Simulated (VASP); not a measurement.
Calculation: r2SCAN meta-GGA, VASP's PBE PAW potentials (set 64) (plane waves; VASP).

The input files of a VASP run:

### INCAR
```
SYSTEM = ZnS
PREC = Accurate; ENCUT = 400; LREAL = F
LASPH = T
EDIFF = 1E-6; NELM = 100; ALGO = Normal
LMAXMIX = 4; LMIXTAU = T
ISMEAR = 0; SIGMA = 0.05
METAGGA = R2SCAN
IBRION = 2; NSW = 60; ISIF = 3
EDIFFG = -0.01
LWAVE = F; LCHARG = F
```

File POSCAR:
```
ZnS
1
    0.0000000000     2.6896951310     2.6896951310
    2.6896951310     0.0000000000     2.6896951310
    2.6896951310     2.6896951310     0.0000000000
Zn S
1 1
Direct
  0.0000000000   0.0000000000   0.0000000000
  0.2500000000   0.2500000000   0.2500000000
```

File KPOINTS:
```
Automatic mesh
0
Gamma
8 8 8
0 0 0
```

POTCAR, in this order: Zn S (PBE.64 set). Program: vasp_std.

### Question
What will the output report for the number of irreducible k-points (NKPTS), number of bands (NBANDS), largest plane-wave count, number of space-group operations, FFT grid (NGX, NGY, NGZ)?

### Answer

```yaml
number of irreducible k-points (NKPTS): 29
number of bands (NBANDS): 13
largest_plane_wave_count: 725
number_of_space_group_operations: 24
FFT grid (NGX, NGY, NGZ): 28 × 28 × 28
```

The structure was generated: ZnS was put into the zinc blende type (F-43m), which need not be its known phase. This run relaxes it. Symmetry was kept, so distortions that lower it aren't found. The start is the result of an earlier pass.
